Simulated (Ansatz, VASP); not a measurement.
## Pt (Pt(110)-(1x2) missing row) in two plane-wave programs

Wanted: the spread between two codes on one cell, functional and k mesh. Valence electrons are named where the data sets of a main pair hold unlike numbers.

Calculated with Ansatz 0.2.0; plane waves, with VASP 6.6.1 beside it; band structure at PBE with D3(BJ).

## Step 1: The structure

The cell holds 9 atoms: 9 Pt. Cell: a = 7.840 Å, b = 2.772 Å, c = 22.544 Å, α = 90.0°, β = 90.0°, γ = 90.0°. Vacuum lies along c.

## Step 2: Ansatz: band structure, PBE with D3(BJ)

Ansatz runs on its default PAW (the set named soft_2) files.

A single point gives forces, pressure and levels at one fixed geometry, so differences don't come from the geometry; what else differs is listed under the comparison.

File input.yaml:

```yaml
crystal:
  lattice:
    - [7.84, 0.0, 0.0]
    - [0.0, 2.7718585823, 0.0]
    - [0.0, 0.0, 22.5437171645]
  atoms:
    - { symbol: Pt, position: [0.0, 0.0, 0.3798171348] }
    - { symbol: Pt, position: [0.5, 0.0, 0.3804115758] }
    - { symbol: Pt, position: [0.2558267346, 0.5, 0.4352910208] }
    - { symbol: Pt, position: [0.7441732654, 0.5, 0.4352910208] }
    - { symbol: Pt, position: [0.0, 0.0, 0.4963186718] }
    - { symbol: Pt, position: [0.5, 0.0, 0.5075351042] }
    - { symbol: Pt, position: [0.2562360861, 0.5, 0.564121885] }
    - { symbol: Pt, position: [0.7437639139, 0.5, 0.564121885] }
    - { symbol: Pt, position: [0.0, 0.0, 0.6141368863] }
hamiltonian:
  xc: pbe
  pseudopotentials: { kind: paw }
  dispersion: d3bj
kpoints:
  mp_grid: { grid: [4, 10, 1] }
  band_path:
    path:
      - [0.0, 0.0, 0.0]
      - [-0.07692, 0.0, 0.0]
      - [-0.15385, 0.0, 0.0]
      - [-0.26923, 0.0, 0.0]
      - [-0.34615, 0.0, 0.0]
      - [-0.42308, 0.0, 0.0]
      - [-0.5, 0.0, 0.0]
      - [-0.5, -0.07692, 0.0]
      - [-0.5, -0.19231, 0.0]
      - [-0.5, -0.26923, 0.0]
      - [-0.5, -0.34615, 0.0]
      - [-0.5, -0.46154, 0.0]
      - [-0.5, -0.5, 0.0]
      - [-0.42308, -0.5, 0.0]
      - [-0.30769, -0.5, 0.0]
      - [-0.23077, -0.5, 0.0]
      - [-0.11538, -0.5, 0.0]
      - [-0.03846, -0.5, 0.0]
      - [0.0, -0.5, 0.0]
      - [0.0, -0.38462, 0.0]
      - [0.0, -0.30769, 0.0]
      - [0.0, -0.23077, 0.0]
      - [0.0, -0.11538, 0.0]
      - [0.0, -0.03846, 0.0]
      - [-0.03846, -0.03846, 0.0]
      - [-0.11538, -0.11538, 0.0]
      - [-0.19231, -0.19231, 0.0]
      - [-0.30769, -0.30769, 0.0]
      - [-0.38462, -0.38462, 0.0]
      - [-0.5, -0.5, 0.0]
    npoints: 1
scf:
  occupations: { method: fermi_dirac, width: 0.1 }
  n_extra_bands: 10
efield:
  axis: 3
  dipole_correction: true
  ramp_width: 0.04
output:
  forces: true
  eigenvalues: true
```

On the command line:

```console
> ansatz run input.yaml --threads 4 --pin off --max-ram 9216MiB --backend cpu --events-out ev --progress --plain --runs-dir out
```

Numbers of over 12 decimals in the logs are rounded to 6 here.

Output:

```text
scf.n_extra_bands = 10 over 81 filled bands (N_el = 162.0): the run solves 91 bands
Engine: ansatz 0.2.0, aarch64-unknown-linux-gnu
Pseudopotentials: kind: paw
Pseudopotential: Pt, paw, valence charge 18, recommended cutoff 420 eV (normal), Pt.paw.azcp
Functional definition: PBE
  parameter kappa = 0.804
  parameter beta = 0.066725
  exchange = pbe_x(kappa = kappa, mu = beta*pi^2/3)
  correlation = pbe_c(beta = beta)
Crystal: 9 atoms, lattice volume = 489.906 Å³
Basis set: ecut = 420 eV, 9561 PW (Γ), exchange–correlation on 108×40×320 points (8 copies of the dense FFT grid, shifted against one another)
Bands: 91, of which v1, the nominal top of the filled ones, is band 81 counted from 1 (80 counted from 0)
Symmetry: 4 space group operations
Space group: Pmm2 (ITA 25), of the structure as read, at distance tolerance 7.9e-5 Å
k-points: 18 of 40
Non-local potential: Pt, projectors of the file, l = 0: 3, l = 1: 2, l = 2: 2, l = 3: 1
PAW form: soft (Blöchl's): semilocal exchange-correlation on the pseudo side does not see the compensation charge
PAW one-centre angular grid: Pt, 590 points (default); XC on 64 Gauss nodes
Initial density: superposition of atomic densities (neutral atoms: chi_scale 0, normalization atom), corrected by the library's trained network
Initial wavefunctions: pseudopotential atomic-orbital guess
Functional: x = pbe(κ = 0.804, μ = 0.219515), c = pbe(β = 0.066725)
SCF iter   1: F=—  HF=-112706.903832 eV  |F-HF|=—  |Δ(HF+E_count)|=         —  Δρ=5.57e-3  dr2=2.85e-1  ethr=1.77e-3  p=-0.014 e·Å  D=-5.28e-3 V/Å  ΔV_dip=0.12 eV  dr2_dipole=9.80e-3  V_vac-E_F(+/−)=5.22/5.10 eV  ⟨swp⟩=7.6  Hψ=6905  notcnv=0  defer=3
efield: sawtooth ramp at fractional position 0.9770 (placed from the atoms, in the widest stretch of the axis that holds none; the zero of the levels goes with the place), width 0.0400; the density the first Hamiltonian is built on has a dipole p = -0.014 e·Å; the dipole correction subtracts the counter field D = -5.28e-3 V/Å, which shifts the + side's vacuum level by +0.12 eV against the − side's; the planar-averaged density in the ramp window peaks in size at 3.1e-6 e/Å³
preconditioner: auto → LDOS  [metal: Δε(μ)=0.026 eV  Ē_g=5.166 eV  σ=0.100 eV  W_gap=0.06  n_scr=70 (ndim 8)  ℏωp=15.9 eV  f_vac=0.648  D(μ)=14.04/eV (n_scr^D=70)  β→1.0]
SCF iter   2: F=—  HF=-112706.903195 eV  |F-HF|=—  |Δ(HF+E_count)|=   6.38e-4  Δρ=2.69e-3  dr2=4.29e-2  ethr=1.76e-4  p=-0.008 e·Å  D=-2.92e-3 V/Å  ΔV_dip=0.07 eV  dr2_dipole=9.60e-4  V_vac-E_F(+/−)=5.30/5.24 eV  ⟨swp⟩=2.3  Hψ=2942  notcnv=0  defer=7
SCF iter   3: F=—  HF=-112706.900288 eV  |F-HF|=—  |Δ(HF+E_count)|=   2.91e-3  Δρ=1.37e-3  dr2=2.61e-2  ethr=2.65e-5  p=-0.014 e·Å  D=-5.29e-3 V/Å  ΔV_dip=0.12 eV  dr2_dipole=1.37e-5  V_vac-E_F(+/−)=5.31/5.19 eV  ⟨swp⟩=2.1  Hψ=2685  notcnv=0  defer=7
SCF iter   4: F=—  HF=-112706.896588 eV  |F-HF|=—  |Δ(HF+E_count)|=   3.70e-3  Δρ=4.96e-4  dr2=2.09e-3  ethr=1.61e-5  p=-0.012 e·Å  D=-4.35e-3 V/Å  ΔV_dip=0.10 eV  dr2_dipole=7.93e-5  V_vac-E_F(+/−)=5.33/5.23 eV  ⟨swp⟩=2.0  Hψ=2447  notcnv=0  defer=7
SCF iter   5: F=—  HF=-112706.896369 eV  |F-HF|=—  |Δ(HF+E_count)|=   2.19e-4  Δρ=1.84e-4  dr2=5.66e-4  ethr=1.29e-6  p=-0.012 e·Å  D=-4.51e-3 V/Å  ΔV_dip=0.10 eV  dr2_dipole=1.99e-5  V_vac-E_F(+/−)=5.33/5.22 eV  ⟨swp⟩=2.9  Hψ=2946  notcnv=0  defer=7
SCF iter   6: F=—  HF=-112706.896390 eV  |F-HF|=—  |Δ(HF+E_count)|=   2.16e-5  Δρ=6.96e-5  dr2=6.92e-5  ethr=3.50e-7  p=-0.012 e·Å  D=-4.53e-3 V/Å  ΔV_dip=0.10 eV  dr2_dipole=1.74e-9  V_vac-E_F(+/−)=5.33/5.22 eV  ⟨swp⟩=1.1  Hψ=1707  notcnv=0  defer=7
SCF iter   7: F=—  HF=-112706.896324 eV  |F-HF|=—  |Δ(HF+E_count)|=   6.60e-5  Δρ=3.12e-5  dr2=1.20e-5  ethr=4.27e-8  p=-0.012 e·Å  D=-4.54e-3 V/Å  ΔV_dip=0.10 eV  dr2_dipole=2.02e-7  V_vac-E_F(+/−)=5.33/5.22 eV  ⟨swp⟩=2.0  Hψ=2259  notcnv=0  defer=7
SCF iter   8: F=—  HF=-112706.896328 eV  |F-HF|=—  |Δ(HF+E_count)|=   4.27e-6  Δρ=1.16e-5  dr2=2.01e-6  ethr=7.43e-9  p=-0.012 e·Å  D=-4.54e-3 V/Å  ΔV_dip=0.10 eV  dr2_dipole=5.76e-9  V_vac-E_F(+/−)=5.33/5.22 eV  ⟨swp⟩=2.3  Hψ=2436  notcnv=0  defer=7
SCF iter   9: F=—  HF=-112706.896329 eV  |F-HF|=—  |Δ(HF+E_count)|=   2.56e-7  Δρ=4.37e-6  dr2=2.11e-7  ethr=1.24e-9  p=-0.012 e·Å  D=-4.55e-3 V/Å  ΔV_dip=0.10 eV  dr2_dipole=9.48e-9  V_vac-E_F(+/−)=5.33/5.22 eV  ⟨swp⟩=2.1  Hψ=2290  notcnv=0  defer=6
SCF iter  10: F=-112706.896329 eV  HF=-112706.896329 eV  |F-HF|=2.30e-8  |Δ(HF+E_count)|=   2.30e-7  Δρ=1.63e-6  dr2=4.29e-8  ethr=6.17e-11  p=-0.012 e·Å  D=-4.55e-3 V/Å  ΔV_dip=0.10 eV  dr2_dipole=5.42e-10  V_vac-E_F(+/−)=5.33/5.22 eV  ⟨swp⟩=9.3  Hψ=7047  notcnv=0
SCF 1 converged in 10 iterations: F = -112706.896329 eV  dr2 = 4.29e-8
  greatest PAW one-centre occupation: 1.000 electrons in one spin orbital (limit 2), on the Pt atom at site 5 (counted from 0), in its partial waves of l = 0
NSCF: frozen V_eff on 30 k-points
efield: sawtooth ramp at fractional position 0.9770 (kept from the solve that this one continues, or follows in the run), width 0.0400; the density the first Hamiltonian is built on has a dipole p = -0.012 e·Å; the dipole correction subtracts the counter field D = -4.55e-3 V/Å, which shifts the + side's vacuum level by +0.10 eV against the − side's; the planar-averaged density in the ramp window peaks in size at 2.4e-6 e/Å³
SCF converged after 10 iterations
Free energy (F): -112706.896329 eV
Harris-Foulkes:  -112706.896329 eV  (|F-HF|=2.30e-8)
Internal energy: -112706.414811 eV  (E = F + TS)
E sigma→0 (E₀):  -112706.655570 eV
Entropy (-TS):   -0.481517 eV (-53.502 meV/atom)
Fermi energy:    2.610499 eV
Dipole field:    D = -0.004529 V/Å  (p = -0.012262 e·Å, saw-weighted, corrected)
Work function:   Φ+ = 5.3261 eV   Φ− = 5.2240 eV
Levels:          The Fermi level and band energies are counted from a zero that moves with the ramp; work functions are not
--- Per-component energies (eV) ---
  E_band       = -4448.885132
  E_kinetic    = 5731.579671
  E_local      = -228025.000360  (includes V_loc(G=0)·N_el)
  E_nonlocal   = 1802.751143
  E_hartree    = 110678.156634
  E_xc         = -2348.357417
  E_vxc        = -2714.598969  (∫ρ·V_xc dr)
  E_paw        = -85087.691519  (= ΣΔE_a)
  E_vpaw       = -2599.765591  (= ΣTr[D̂ρ^β])
  E_aug_tail   = 0.001760  (compensation charges beyond the density's cutoff)
  E_efield     = 0.000028  (sawtooth field / dipole correction)
  E_vefield    = -0.175919  (∫n·V_field dr)
  E_ewald      = 84546.497820
  E_disp       = -4.352573  (pairwise vdW)
  E_smearing   = -0.481517  (= −TS)
  E_closure    = 0.000000  (closes the sum)
  Σ components = -112706.896329   (vs F -112706.896329, Δ=0.00e0)
--- Forces (eV/Å), atoms counted from 1 ---
  atom   1  Pt     0.00000000     0.00000000    -0.03148800
  atom   2  Pt     0.00000000     0.00000000    -0.03669699
  atom   3  Pt    -0.00322327     0.00000000     0.00298408
  atom   4  Pt     0.00322327     0.00000000     0.00298408
  atom   5  Pt     0.00000000     0.00000000     0.01587627
  atom   6  Pt     0.00000000     0.00000000    -0.03292390
  atom   7  Pt     0.02692799     0.00000000     0.02066136
  atom   8  Pt    -0.02692799     0.00000000     0.02066136
  atom   9  Pt     0.00000000     0.00000000     0.03797023
  max |Σ_I F_I| component: 2.85e-5 eV/Å
--- Band table (eV; the first three rows and the last of 18) ---
  k-point 0: bands = [... 77 lower, 2.1328, 2.1905, 2.3201, 2.5085, 2.5247, 2.5836, 2.6622, 2.7610, ... 6 higher]
  k-point 1: bands = [... 77 lower, 1.8896, 2.0637, 2.1726, 2.2607, 2.2889, 2.4716, 2.6472, 2.8643, ... 6 higher]
  k-point 2: bands = [... 77 lower, 1.9361, 1.9559, 2.0891, 2.2912, 2.4695, 2.6989, 2.7590, 3.0641, ... 6 higher]
  k-point 17: bands = [... 77 lower, 2.7684, 2.9263, 2.9880, 3.0037, 4.5738, 4.7226, 4.8079, 4.8731, ... 6 higher]
```

Run time: 49 s. Hardware: 4 threads of Arm Neoverse V1, shared host; peak memory 1.7 GiB; 3.2 min of CPU time.

Reading the cycles: dr2 is the Hartree energy of the density residual (eV), the measure of convergence; HF is the Harris–Foulkes estimate of the energy, which meets the free energy F at convergence.

(Part 1 of 2 ends here.)

[Lines on the potential files, build, host, timing and source positions are cut from VASP's logs without a mark.]

[Logs are printed without paths, hosts, clocks, repeated set-up lines and the standing remarks that a program may print on its own settings, such as how far it seeks lower states.]

[Hosts, paths, dates, database ids (printed as entryN), source tags and the programs' standing remarks are cut or masked in the printed files.]
